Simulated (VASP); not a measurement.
VASP input:

INCAR:
```
ALGO=Normal   ! blocked Davidson
LASPH=.TRUE.
ISIF=2
LMIXTAU=.TRUE.
EDIFF=1E-7
ENCUT=480   ! plane-wave cut-off (eV)
SYSTEM=Na2S
SIGMA=0.05
LWAVE=.FALSE.
ISMEAR=0
LREAL=.FALSE.
NELM=100   ! most electronic steps
PREC=Accurate
METAGGA=R2SCAN
LCHARG=.FALSE.
```

File POSCAR:
```
Na2S
6.4901720
  0.0000000000   0.4999999942   0.4999999942
  0.4999999942   0.0000000000   0.4999999942
  0.4999999942   0.4999999942   0.0000000000
Na S
2 1
direct
  0.2500000000   0.2500000000   0.2500000000
  0.7654079123   0.7345920877   0.7654079123
  0.0000000000   0.0000000000   0.0000000000
```

KPOINTS:
```
Regular mesh
0
Gamma
6 6 6
```

POTCAR, in this order: Na_pv S (PBE.64 set). Program: vasp_std.

Task: Write an equivalent input for Ansatz.

Result: One equivalent input (not run):
Ansatz 0.2 input:
```yaml
crystal:
  lattice:
    - [0.0000000, 3.2450860, 3.2450860]
    - [3.2450860, 0.0000000, 3.2450860]
    - [3.2450860, 3.2450860, 0.0000000]
  atoms:
    - { symbol: Na, position: [0.2500000, 0.2500000, 0.2500000] }
    - { symbol: Na, position: [0.7654079, 0.7345921, 0.7654079] }
    - { symbol: S, position: [0.0000000, 0.0000000, 0.0000000] }
kpoints:
  mp_grid: { grid: [6, 6, 6] }
hamiltonian:
  xc: r2scan
  pseudopotentials: { kind: paw }
scf:
  occupations: { method: gaussian, width: 0.05 }
  max_iter: 100
output: { forces: true, stress: true, eigenvalues: true }
```
What does not carry over: each code has its own PAW files, so the cut-off isn't converted (ENCUT is set for VASP's; basis.ecutwfc is left out, and Ansatz then takes the one that its files recommend); Ansatz stops its SCF on the density residual and VASP on the energy change (EDIFF).

The compound is Na2S in the antifluorite structure. This cell was strained or had an atom moved on purpose.
